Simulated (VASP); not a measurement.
# LaSb: accuracy against cost in the SCF solver and k-mesh, part 3 of 3

Aim: find what the SCF solver and k-mesh change for LaSb, and what they cost. The atoms are off their equilibrium sites, so that forces can be compared too. The series runs use PBEsol. The atoms of the start are displaced at random from the sites of a Fm-3m cell.

VASP 6.6.1; PBEsol; plane waves and PAW (La, Sb).

So far. Step 9 (SCF solver: IMIX = 1, AMIX = 0.2): Against the first of the series the energy stays within 0.01 meV an atom; the pressure moves by -0.01 GPa, after 41 cycles in 81 s. Step 11 (K-mesh: 2 2 2): The series starts at -5.7965 eV an atom and -0.81 GPa, after 13 cycles in 9.4 s.

## (12) K-mesh: 3 3 3

File INCAR:

```
SYSTEM = LaSb
PREC = Accurate
ENCUT = 400
EDIFF = 1E-06
NELM = 100
ISMEAR = -1
SIGMA = 0.05
LREAL = .FALSE.
ALGO = Normal
GGA = PS
NBANDS = 14
LORBIT = 11
LWAVE = .FALSE.
LCHARG = .FALSE.
KPAR = 2
ISIF = 2
```

File POSCAR:

```
LaSb
1.0
    0.0000000000      3.2450000000      3.2450000000
    3.2450000000      0.0000000000      3.2450000000
    3.2450000000      3.2450000000      0.0000000000
La Sb
1 1
Direct
   -0.0065360000     -0.0081520000      0.0162880000
    0.4939630000      0.4980670000      0.5022080000
```

File KPOINTS:

```
Automatic mesh
0
Gamma
3 3 3
0 0 0
```

The projector-augmented-wave data sets are La and Sb (PBE family, release 64).

Launch:

```bash
$ mpirun -np 2 vasp_std
```

The log of the run:

```text
[... set-up lines as in an earlier step ...]
 entering main loop
       N       E                     dE             d eps       ncg     rms          rms(c)
DAV:   1     0.125589331795E+03    0.12559E+03   -0.47049E+03   392   0.111E+03
DAV:   2    -0.119669889329E+01   -0.12679E+03   -0.11980E+03   512   0.195E+02
DAV:   3    -0.117847213735E+02   -0.10588E+02   -0.10319E+02   586   0.901E+01
DAV:   4    -0.123044691958E+02   -0.51975E+00   -0.51796E+00   768   0.159E+01
[...]
DAV:  13    -0.122348419165E+02   -0.11437E-04   -0.81011E-05   676   0.547E-02    0.696E-03
DAV:  14    -0.122348423468E+02   -0.43030E-06   -0.10357E-05   736   0.202E-02    0.237E-03
DAV:  15    -0.122348422624E+02    0.84474E-07   -0.29116E-07   396   0.406E-03
   1 F= -.12234842E+02 E0= -.12226616E+02  d E =-.164534E-01
```

The job ended after 16 s (2 MPI ranks of Intel Xeon Platinum 8488C (Sapphire Rapids), shared host; peak memory 0.32 GiB).

OUTCAR, selected parts (step 12):

```text
  Total       -0.3343547     -0.2967596     -0.3390647     -0.0256645      0.0217658      0.0121812
  in kB       -7.8386979     -6.9573075     -7.9491213     -0.6016859      0.5102829      0.2855797
  external PRESSURE =      -7.5817089 kB  Pullay stress =       0.0000000 kB

 POSITION                                       TOTAL-FORCE (eV/Angst)
 -----------------------------------------------------------------------------------
      3.27140      3.27665      6.44234        -0.042452     -0.065710      0.036687
      3.24589      3.23257      3.21914         0.042452      0.065710     -0.036687
 -----------------------------------------------------------------------------------
    total drift:                               -0.000062     -0.000090      0.000094

  FREE ENERGIE OF THE ION-ELECTRON SYSTEM (eV)
  ---------------------------------------------------
  free  energy   TOTEN  =       -12.2348422624 eV

  energy  without entropy=      -12.2183888521  energy(sigma->0) =      -12.22661556

[... 1 part as in an earlier step ...]

[... 2 further parts left out ...]
[key lines of the parts left out:]
E-fermi :   6.5750
```

Against the run before the energy moves by -316.83 meV an atom and the pressure by +0.05 GPa, after 15 cycles in 16 s.

## (13) K-mesh: 4 4 4

INCAR is that of step 12.

POSCAR is that of step 12.

File KPOINTS:

```
Automatic mesh
0
Gamma
4 4 4
0 0 0
```

Launch:

```bash
$ mpirun -np 2 vasp_std
```

The log of the run:

```text
[... set-up lines as in an earlier step ...]
 entering main loop
       N       E                     dE             d eps       ncg     rms          rms(c)
DAV:   1     0.122658200173E+03    0.12266E+03   -0.45620E+03  1008   0.105E+03
DAV:   2    -0.147840767530E+01   -0.12414E+03   -0.11784E+03  1328   0.196E+02
DAV:   3    -0.118537537112E+02   -0.10375E+02   -0.10091E+02  1404   0.898E+01
DAV:   4    -0.124319832129E+02   -0.57823E+00   -0.57449E+00  1904   0.164E+01
[...]
DAV:  13    -0.123647131449E+02   -0.11029E-04   -0.34593E-05  1474   0.330E-02    0.126E-02
DAV:  14    -0.123647158256E+02   -0.26807E-05   -0.17349E-05  1812   0.277E-02    0.880E-03
DAV:  15    -0.123647163439E+02   -0.51828E-06   -0.32414E-06  1446   0.127E-02
   1 F= -.12364716E+02 E0= -.12363971E+02  d E =-.149039E-02
```

The job ended after 21 s (2 MPI ranks; peak memory 0.36 GiB; 30 s of CPU time).

From OUTCAR (step 13):

```text
  Total       -0.3411817     -0.3129421     -0.3452659     -0.0123741      0.0104598      0.0059731
  in kB       -7.9987520     -7.3366947     -8.0945015     -0.2901009      0.2452218      0.1400358
  external PRESSURE =      -7.8099828 kB  Pullay stress =       0.0000000 kB

 POSITION                                       TOTAL-FORCE (eV/Angst)
 -----------------------------------------------------------------------------------
      3.27140      3.27665      6.44234        -0.088387     -0.154185      0.075430
      3.24589      3.23257      3.21914         0.088387      0.154185     -0.075430
 -----------------------------------------------------------------------------------
    total drift:                                0.000060      0.000185     -0.000033

  FREE ENERGIE OF THE ION-ELECTRON SYSTEM (eV)
  ---------------------------------------------------
  free  energy   TOTEN  =       -12.3647163439 eV

  energy  without entropy=      -12.3632259501  energy(sigma->0) =      -12.36397115

[... 1 part as in an earlier step ...]

[... 2 further parts left out ...]
[key lines of the parts left out:]
E-fermi :   6.5974
```

Against the run before the energy moves by -68.68 meV an atom and the pressure by -0.02 GPa, after 15 cycles in 21 s.

## (14) K-mesh: 5 5 5

INCAR is that of step 13.

POSCAR is that of step 13.

File KPOINTS:

```
Automatic mesh
0
Gamma
5 5 5
0 0 0
```

Launch:

```bash
$ mpirun -np 2 vasp_std
```

The log of the run:

```text
[... set-up lines as in an earlier step ...]
 entering main loop
       N       E                     dE             d eps       ncg     rms          rms(c)
[... 15 cycles as in an earlier step ...]
   1 F= -.12388421E+02 E0= -.12385712E+02  d E =-.541729E-02
```

Wall time 45 s (2 MPI ranks); peak memory 0.39 GiB.

Parts of OUTCAR (step 14):

```text
[... 6 parts as in an earlier step ...]

[... 1 further part left out ...]
[key lines of the parts left out:]
E-fermi :   6.4640
```

Against the run before the energy moves by -10.87 meV an atom and the pressure by -0.11 GPa, after 15 cycles in 45 s.

## (15) K-mesh: 7 7 7

INCAR is that of step 14.

POSCAR is that of step 14.

File KPOINTS:

```
Automatic mesh
0
Gamma
7 7 7
0 0 0
```

Launch:

```bash
$ mpirun -np 2 vasp_std
```

The log of the run:

```text
[... set-up lines as in an earlier step ...]
 entering main loop
       N       E                     dE             d eps       ncg     rms          rms(c)
DAV:   1     0.125588710808E+03    0.12559E+03   -0.45853E+03  4824   0.107E+03
DAV:   2    -0.102783893443E+01   -0.12662E+03   -0.12032E+03  6268   0.195E+02
DAV:   3    -0.118765051729E+02   -0.10849E+02   -0.10622E+02  6622   0.914E+01
DAV:   4    -0.124701473631E+02   -0.59364E+00   -0.58923E+00  9184   0.168E+01
[...]
DAV:  13    -0.124011904688E+02   -0.11765E-04   -0.54098E-05  8036   0.401E-02    0.896E-03
DAV:  14    -0.124011915897E+02   -0.11209E-05   -0.78542E-06  8564   0.175E-02    0.452E-03
DAV:  15    -0.124011917767E+02   -0.18699E-06   -0.29640E-06  7226   0.110E-02
   1 F= -.12401192E+02 E0= -.12399827E+02  d E =-.273021E-02
```

The job ended after 78 s (2 MPI ranks; peak memory 0.55 GiB; 2.4 min of CPU time).

OUTCAR, selected parts (step 15):

```text
  Total       -0.3994580     -0.3670814     -0.4038014     -0.0121364      0.0102709      0.0058185
  in kB       -9.3649960     -8.6059513     -9.4668236     -0.2845282      0.2407936      0.1364096
  external PRESSURE =      -9.1459237 kB  Pullay stress =       0.0000000 kB

 POSITION                                       TOTAL-FORCE (eV/Angst)
 -----------------------------------------------------------------------------------
      3.27140      3.27665      6.44234        -0.090528     -0.156506      0.077352
      3.24589      3.23257      3.21914         0.090528      0.156506     -0.077352
 -----------------------------------------------------------------------------------
    total drift:                                0.000008      0.000059      0.000015

  FREE ENERGIE OF THE ION-ELECTRON SYSTEM (eV)
  ---------------------------------------------------
  free  energy   TOTEN  =       -12.4011917767 eV

  energy  without entropy=      -12.3984615711  energy(sigma->0) =      -12.39982667

[... 1 part as in an earlier step ...]

[... 2 further parts left out ...]
[key lines of the parts left out:]
E-fermi :   6.5130
```

Against the run before the energy moves by -7.06 meV an atom and the pressure by -0.02 GPa, after 15 cycles in 78 s.

## (16) K-mesh: 9 9 9

INCAR is that of step 15.

POSCAR is that of step 15.

File KPOINTS:

```
Automatic mesh
0
Gamma
9 9 9
0 0 0
```

Launch:

```bash
$ mpirun -np 2 vasp_std
```

The log of the run:

```text
[... set-up lines as in an earlier step ...]
 entering main loop
       N       E                     dE             d eps       ncg     rms          rms(c)
DAV:   1     0.124900608767E+03    0.12490E+03   -0.46125E+03 10228   0.108E+03
DAV:   2    -0.747456535039E+00   -0.12565E+03   -0.11942E+03 13216   0.196E+02
DAV:   3    -0.118072578990E+02   -0.11060E+02   -0.10819E+02 13818   0.924E+01
DAV:   4    -0.124726684079E+02   -0.66541E+00   -0.65536E+00 19700   0.178E+01
[...]
DAV:  13    -0.124030750405E+02   -0.12173E-04   -0.55079E-05 17622   0.404E-02    0.900E-03
DAV:  14    -0.124030763239E+02   -0.12834E-05   -0.77188E-06 17826   0.178E-02    0.452E-03
DAV:  15    -0.124030765640E+02   -0.24009E-06   -0.38085E-06 15262   0.124E-02
   1 F= -.12403077E+02 E0= -.12401908E+02  d E =-.233756E-02
```

It took 2.3 min on 2 MPI ranks; peak memory 0.84 GiB; 4.4 min of CPU time.

Parts of OUTCAR (step 16):

```text
  Total       -0.4073462     -0.3738322     -0.4118321     -0.0115142      0.0097367      0.0055860
  in kB       -9.5499303     -8.7642183     -9.6550979     -0.2699416      0.2282693      0.1309602
  external PRESSURE =      -9.3230821 kB  Pullay stress =       0.0000000 kB

 POSITION                                       TOTAL-FORCE (eV/Angst)
 -----------------------------------------------------------------------------------
      3.27140      3.27665      6.44234        -0.091567     -0.158679      0.078203
      3.24589      3.23257      3.21914         0.091567      0.158679     -0.078203
 -----------------------------------------------------------------------------------
    total drift:                                0.000009      0.000057      0.000023

  FREE ENERGIE OF THE ION-ELECTRON SYSTEM (eV)
  ---------------------------------------------------
  free  energy   TOTEN  =       -12.4030765640 eV

  energy  without entropy=      -12.4007390051  energy(sigma->0) =      -12.40190778

[... 1 part as in an earlier step ...]

[... 2 further parts left out ...]
[key lines of the parts left out:]
E-fermi :   6.5536
```

Against the run before the energy moves by -1.04 meV an atom and the pressure by -0.02 GPa, after 15 cycles in 2.3 min.

## (17) K-mesh: 11 11 11

INCAR is that of step 16.

POSCAR is that of step 16.

File KPOINTS:

```
Automatic mesh
0
Gamma
11 11 11
0 0 0
```

Launch:

```bash
$ mpirun -np 2 vasp_std
```

The log of the run:

```text
[... set-up lines as in an earlier step ...]
 entering main loop
       N       E                     dE             d eps       ncg     rms          rms(c)
DAV:   1     0.123873541699E+03    0.12387E+03   -0.46221E+03 18656   0.108E+03
DAV:   2    -0.106839288008E+01   -0.12494E+03   -0.11882E+03 24176   0.197E+02
DAV:   3    -0.118686103634E+02   -0.10800E+02   -0.10583E+02 25500   0.911E+01
DAV:   4    -0.124727173665E+02   -0.60411E+00   -0.59875E+00 35598   0.168E+01
[...]
DAV:  13    -0.124034550412E+02   -0.12091E-04   -0.54969E-05 31630   0.407E-02    0.887E-03
DAV:  14    -0.124034563107E+02   -0.12695E-05   -0.83375E-06 32598   0.179E-02    0.454E-03
DAV:  15    -0.124034565173E+02   -0.20665E-06   -0.35096E-06 28116   0.122E-02
   1 F= -.12403457E+02 E0= -.12402483E+02  d E =-.194764E-02
```

The job ended after 3.2 min (2 MPI ranks; peak memory 1.3 GiB).

OUTCAR, selected parts (step 17):

```text
  Total       -0.4088720     -0.3751761     -0.4133624     -0.0113640      0.0096303      0.0055505
  in kB       -9.5856994     -8.7957240     -9.6909756     -0.2664216      0.2257747      0.1301264
  external PRESSURE =      -9.3574663 kB  Pullay stress =       0.0000000 kB

 POSITION                                       TOTAL-FORCE (eV/Angst)
 -----------------------------------------------------------------------------------
      3.27140      3.27665      6.44234        -0.091200     -0.158477      0.077862
      3.24589      3.23257      3.21914         0.091200      0.158477     -0.077862
 -----------------------------------------------------------------------------------
    total drift:                                0.000012      0.000061      0.000021

  FREE ENERGIE OF THE ION-ELECTRON SYSTEM (eV)
  ---------------------------------------------------
  free  energy   TOTEN  =       -12.4034565173 eV

  energy  without entropy=      -12.4015088797  energy(sigma->0) =      -12.40248270

[... 1 part as in an earlier step ...]

[... 2 further parts left out ...]
[key lines of the parts left out:]
E-fermi :   6.5867
```

Against the run before the energy moves by -0.29 meV an atom while the pressure stays within 0.01 GPa, after 15 cycles in 3.2 min.

## (18) The k-mesh series as a table

This step: convergence of PBEsol results with the mesh; plane waves and PAW (VASP 6.6.1).

This step runs nothing: it gathers the runs above.

Differences are taken from the run with 11 11 11. Results of the series, by row:

```csv
setting,status,energy less the reference (meV/atom),pressure (GPa),largest force difference (meV/Å),SCF cycles,wall time (s)
2 2 2,converged,404.8,-0.8091,149.7,13,9.4
3 3 3,converged,87.93,-0.7582,92.77,15,16
4 4 4,converged,19.26,-0.781,4.292,15,21
5 5 5,converged,8.385,-0.8945,29.41,15,45
7 7 7,converged,1.328,-0.9146,1.971,15,78
9 9 9,converged,0.2875,-0.9323,0.367,15,140
11 11 11,converged,0,-0.9357,0,15,192
```

## (19) Results

| Property | Result |
| --- | --- |
| fewest SCF cycles | AMIX = 0.8 (12) |
| most SCF cycles among converged runs | IMIX = 1, AMIX = 0.2 (41) |
| spread of the pressure over the SCF solver | 0.0167 GPa |
| spread of the energy over the SCF solver | 0.00497 meV/atom |
| k-mesh from which the energy stays within 10 meV/atom of the reference | 5 5 5 |
| k-mesh from which the energy stays within 1 meV/atom of the reference | 9 9 9 |
| k-mesh from which the pressure stays within 0.2 GPa of the reference | 2 2 2 |
| spread of the pressure over the k-mesh | 0.178 GPa |
| spread of the energy over the k-mesh | 405 meV/atom |

What this shows: All SCF solvers that converged agree within 0.05 meV an atom. No setting beats the 29 s of ALGO = Normal by a fifth or more; the slowest converged run is IMIX = 1, AMIX = 0.2, at 81 s. On a shared host such times are rough. From 9 9 9 on, the energy stays within 1 meV an atom of the reference, at 73 % of its time. The pressure holds within 0.2 GPa from 2 2 2 on. A metal's Fermi surface slows this convergence. Differences are taken from the run with 11 11 11, which is itself not the exact limit. ALGO = VeryFast and ALGO = Damped did not converge. The runs at 2 2 2; 3 3 3 are over 30 meV an atom or 2 GPa off and describe the material poorly.

[Lines on the potential files, build, host, timing and source positions are cut from VASP's logs without a mark.]

[Logs are printed without paths, hosts, clocks, repeated set-up lines and the standing remarks that a program may print on its own settings, such as how far it seeks lower states.]

[Hosts, paths, dates, database ids (printed as entryN), source tags and the programs' standing remarks are cut or masked in the printed files.]

[A measured line is paired with the nearest computed mode of its activity, which favours agreement.]
